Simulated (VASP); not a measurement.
MgC18, 19 atoms in the cell. The cell holds a slab with vacuum, 19 atoms: a = 7.398 Å, b = 7.398 Å, c = 11.000 Å, α = 90.00°, β = 90.00°, γ = 120.00°. The cell was built by a generator and needn't be a form met in nature.

```yaml
Program: VASP 6.6.1
Task: single point
Functional: PBE
Potentials_or_basis: VASP PAW PBE potentials, release 64 (C, Mg)
Cutoff: 520 eV
k_mesh: 2 × 2 × 1
Occupations: gaussian, width 0.02 eV
Spin: no spin polarisation
Dipole_correction: no
Further_INCAR_settings: LREAL = Auto; ALGO = Normal; EDIFF = 1e-07; NBANDS = 52
```

Potentials or basis: VASP PAW PBE potentials, release 64 (C, Mg).

The run is started by

```bash
$ cat potpaw_PBE.64/C/POTCAR potpaw_PBE.64/Mg/POTCAR > POTCAR
$ mpirun -np 1 vasp_std > vasp.out
```

Hardware: 1 thread of Intel(R) Xeon(R) Platinum 8559C (Emerald Rapids) (shared host).

Problem. How long does it take, and how much memory?

Solution. Run time: 3.4 min on 1 thread of Intel(R) Xeon(R) Platinum 8559C (Emerald Rapids), with other jobs on the host, peak memory 0.54 GiB. Counts: scf iterations 20, k points 4.
